Q: The table has two gaps for each functional. Which is larger, and what does the difference tell me?

Kohn-Sham gaps of cubic SiC (F-43m, 2-atom cell, same geometry in every row), computed with VASP 6.6.1 using plane-wave PAW DFT without spin polarisation or spin-orbit coupling. The cutoff is 520 eV and the k mesh 10x10x10. Occupations are Fermi-Dirac with a width of 0.05 eV, except for BLYP, which uses Gaussian smearing of the same width and a fixed charge density.

| functional | potentials | gap on mesh (eV) | direct gap on mesh (eV) |
| --- | --- | --- | --- |
| LDA | VASP PAW LDA potentials, recommended | 1.305 | 4.498 |
| PBE | VASP PAW PBE potentials, recommended | 1.357 | 4.542 |
| BLYP | VASP PAW PBE potentials, recommended | 1.704 | 4.837 |
| r2SCAN | VASP PAW PBE potentials, recommended | 1.725 | 5.059 |
| TPSS | VASP PAW PBE potentials, recommended | 1.309 | 4.495 |
| rSCAN | VASP PAW PBE potentials, recommended | 1.749 | 5.081 |

A: The direct gap is larger in every row. "Gap on mesh" is the smallest distance between any filled and any empty level. "Direct gap on mesh" allows only pairs with the same wave vector, as in absorbing light without help from a lattice vibration. If the valence bands were flat, the two would coincide. Here they differ by 3.1 to 3.3 eV, so the top valence band must have sunk at least that far below its maximum at the wave vector where the conduction band is lowest. That point is known to be X, on the zone boundary, while the valence maximum lies at the zone centre.

Q: What would change if I used a coarser k mesh?

A: Take the extreme case of the zone centre alone, with the potential kept as it is. The TPSS gap would then read about 6.3 eV instead of 1.31 eV, because the conduction minimum at X would never be sampled. The mesh used here contains both points, as does any coarser one that is centred on the zone centre and has an even number of divisions. An odd number of divisions would step over X and give a gap that is too large.

Q: How do the functionals order, and which digits can I trust?

A: They form two groups. LDA, TPSS and PBE lie within about 0.05 eV of each other; BLYP, r2SCAN and rSCAN follow after a step of 0.35 eV. The atoms sit in the same places throughout, so the step is electronic and not due to relaxation. I wouldn't rank LDA against TPSS: they differ by 4 meV, the direct gap reverses their order, and LDA was run with its own potentials. All other rows use PBE potentials, which don't match BLYP, TPSS, r2SCAN or rSCAN. The error from that is untested, so neither the second nor the third decimal can safely rank functionals.

Q: Why do r2SCAN and rSCAN open the gap?

A: The true gap contains a jump that the exact potential makes when an electron is added. LDA and PBE have a potential that acts alike on filled and empty orbitals, and it lacks this jump. r2SCAN and rSCAN also use the kinetic-energy density, which makes the potential depend on how strongly each orbital varies in space. Filled and empty orbitals can then be shifted differently, and part of the jump can enter the gap.

That is the argument from theory; these runs don't separate the kinetic-energy density from the other differences between the functionals. The argument's limiting case is instructive. If the energy hardly responds to the kinetic-energy density, the potential again treats all orbitals alike. TPSS has the same ingredient, yet its gap stays with that of LDA; whether it is close to that limit isn't tested here. The ingredient permits an opening, but the form of the functional decides its size.

Q: BLYP gives almost the same gap as r2SCAN. Is it the same effect?

A: No. BLYP has no kinetic-energy density in it, so the argument above can't apply, and its bands change in a different way. If a functional merely lifted all empty levels together, every gap would grow by the same amount. Compared with TPSS, r2SCAN raises the gap by 0.42 eV and the gap at the zone centre by 0.54 eV. BLYP raises them by 0.40 and only 0.13 eV.

The filled bands differ too: their total width is 3% larger than with TPSS in r2SCAN and 3% smaller in BLYP. What opens the gap in BLYP isn't shown by these runs. Its bands were computed in a density held fixed, and how much of its pattern comes from that is untested. The BLYP run also used Gaussian smearing where the others used Fermi-Dirac occupations, which is harmless with a gap this wide.

Q: I work on SiC power devices. Does a few tenths of an electronvolt matter?

A: It matters greatly for thermally created carriers, which set the lowest possible leakage. Their density varies as exp(−E/2kT), where E is the gap, k is Boltzmann's constant and T the temperature; the factor 2 arises because each excitation makes an electron and a hole. At 300 K, 2kT is about 0.052 eV. The lowest and highest gaps differ by 0.444 eV, and exp(0.444/0.052) is about five thousand, if the densities of states at the band edges are taken to be the same in both functionals.

The error against nature is worse. These figures are for cubic SiC; commercial power devices mostly use the hexagonal form 4H, whose gap is wider, so the figures don't carry over to them. The measured gap of the cubic form is roughly 2.4 eV, a recalled value, and PBE falls short of it by about 1.0 eV, which means nearly nine powers of ten too many carriers. Even rSCAN is about 0.65 eV short. Zero-point motion lowers the real gap, so including it would increase the deficit.

Q: Can I repair PBE by pushing all its empty levels up by 1.0 eV?

A: For the carrier estimate, yes, because only the gap enters the exponent. For optical absorption the same shift is a further assumption. Going from PBE to r2SCAN widens the gap by 0.37 eV but the direct gap by 0.52 eV, whereas BLYP widens the direct gap less than the gap. Set the shift on the gap that your application uses, and check any other gap separately before relying on it.

The analysis program printed:

```
Changes against PBE and distance between the two gaps:
     row  gap less PBE (eV)  direct gap less PBE (eV)  direct gap less gap (eV)
     LDA             -0.052                    -0.044                     3.193
     PBE                  0                         0                     3.185
    BLYP              0.347                     0.295                     3.133
  r2SCAN              0.368                     0.517                     3.334
    TPSS             -0.048                    -0.047                     3.186
   rSCAN              0.392                     0.539                     3.332
Largest less smallest gap, eV: 0.444
Step between lower and upper group, eV: 0.347
Spread inside lower group, eV: 0.052
Spread inside upper group, eV: 0.045
TPSS less LDA, gap, meV: 4
TPSS less LDA, direct gap, meV: -3
rSCAN less r2SCAN, gap, meV: 24
Zone-centre gap less smallest direct gap, TPSS, eV: 1.799
BLYP less TPSS, gap, eV: 0.395
BLYP less TPSS, direct gap, eV: 0.342
BLYP less TPSS, zone-centre gap, eV: 0.127
r2SCAN less TPSS, gap, eV: 0.416
r2SCAN less TPSS, direct gap, eV: 0.564
r2SCAN less TPSS, zone-centre gap, eV: 0.54
BLYP valence width against TPSS, percent: -2.702
r2SCAN valence width against TPSS, percent: 3.103
Smallest gap over smearing width: 26.1
Smallest shortfall against rough 2.4 eV, eV: 0.651
Largest shortfall against rough 2.4 eV, eV: 1.095
Powers of ten in intrinsic carrier density at 300 K from the spread of gaps: 3.729
Powers of ten from the PBE shortfall: 8.761
```
